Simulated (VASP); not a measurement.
An input for Quantum ESPRESSO's pw.x (written as the equivalent of a VASP run, and not itself run):

```
&CONTROL
  calculation = 'vc-relax'
  pseudo_dir = './pseudo'
  outdir = './out'
  tprnfor = .true.
  tstress = .true.
  nstep = 60
  forc_conv_thr = 0.00078
/
&SYSTEM
  ibrav = 0
  nat = 5
  ntyp = 2
  ecutwfc = 110
  occupations = 'smearing'
  smearing = 'gaussian'
  degauss = 0.003675
  input_dft = 'pw91'
/
&ELECTRONS
  conv_thr = 7.3e-08
  electron_maxstep = 100
/
&IONS
/
&CELL
/
ATOMIC_SPECIES
  La 138.905 La.upf
  O 15.999 O.upf
CELL_PARAMETERS angstrom
     1.9692844   -3.4109006   -0.0000000
     1.9692844    3.4109006    0.0000000
    -0.0000000   -0.0000000    6.1456998
ATOMIC_POSITIONS crystal
  La   0.3333330  0.6666670  0.2462673
  La   0.6666670  0.3333330  0.7537327
  O    0.0000000  0.0000000  0.0000000
  O    0.3333330  0.6666670  0.6462974
  O    0.6666670  0.3333330  0.3537026
K_POINTS automatic
  6 6 4 0 0 0
```

### Question
Write the VASP files for the same calculation (PW91).

### Answer
Several could match; the one computed here: 
**KPOINTS**
```
Regular mesh
0
G
6 6 4
```

**INCAR**
```
# general
SYSTEM  = La2O3
PREC    = Accurate
ENCUT   = 520
LREAL   = .False.
LASPH   = .True.

# electronic loop
EDIFF   = 1E-6
NELM    = 100
ALGO    = Normal
LMAXMIX = 6

# smearing
ISMEAR  = 0
SIGMA   = 0.05

# functional
GGA     = 91

# ions
IBRION  = 2
NSW     = 60
ISIF    = 3
EDIFFG  = -0.02

# output
LWAVE   = .False.
LCHARG  = .False.
```

### POSCAR
```
La2O3
1
    1.9692844380    -3.4109006103    -0.0000000000
    1.9692844380     3.4109006103     0.0000000000
   -0.0000000000    -0.0000000000     6.1456998382
La O
2 3
Direct
  0.3333330000   0.6666670000   0.2462673024
  0.6666670000   0.3333330000   0.7537326976
  0.0000000000   0.0000000000   0.0000000000
  0.3333330000   0.6666670000   0.6462974160
  0.6666670000   0.3333330000   0.3537025840
```

POTCAR, in this order: La O (PBE.64 set). Program: vasp_std.

Limits of the translation: the potentials are each code's own (VASP's PAW set, PseudoDojo norm-conserving files in pw.x), so ENCUT and ecutwfc are chosen apart and not converted; conv_thr bounds pw.x's estimated SCF error, while EDIFF bounds the energy change between steps; forc_conv_thr acts on force components and is met together with etot_conv_thr.

The compound is La2O3 in the a-type structure. This run relaxes it. Symmetry was kept, so distortions that lower it aren't found. The start is the result of an earlier pass.
